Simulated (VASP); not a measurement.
```yaml
crystal:
  lattice:
    - [0.00000, 2.55634, 2.55634]
    - [2.55634, 0.00000, 2.55634]
    - [2.55634, 2.55634, 0.00000]
  atoms:
    - { symbol: Hf, position: [0.00000, 0.00000, 0.00000] }
    - { symbol: O, position: [0.75000, 0.75000, 0.75000] }
    - { symbol: O, position: [0.25000, 0.25000, 0.25000] }
```

These are LDA (Ceperley-Alder, Perdew-Zunger), VASP's LDA PAW potentials (set 64) (plane waves; VASP) values and carry that method's errors. Numerical set-up: 400 eV cut-off, 6×6×6 Γ-centred mesh, Fermi-Dirac smearing of 0.020 eV, potentials Hf_pv O.

At this cut-off the stress carries a Pulay error, which pulls relaxed volumes low. Unless said otherwise, spin-orbit coupling is left out, though it shifts the bands of the heavy elements here.

Task: Predict the energy per atom (σ→0), pressure, band gap (on the k-mesh) with the smallest direct gap where there is one.

Result: 
```
Property                                       Value
-----------------------------------  ---------------
band gap (on the k-mesh)                     3.53 eV
smallest direct gap (on the k-mesh)          3.53 eV
energy per atom (σ→0)                -10.984 eV/atom
pressure                                  -24.87 GPa
```

The structure comes from a computed database's HfO2 entry; how it stands against other phases isn't given here. The cell was not relaxed at this level.
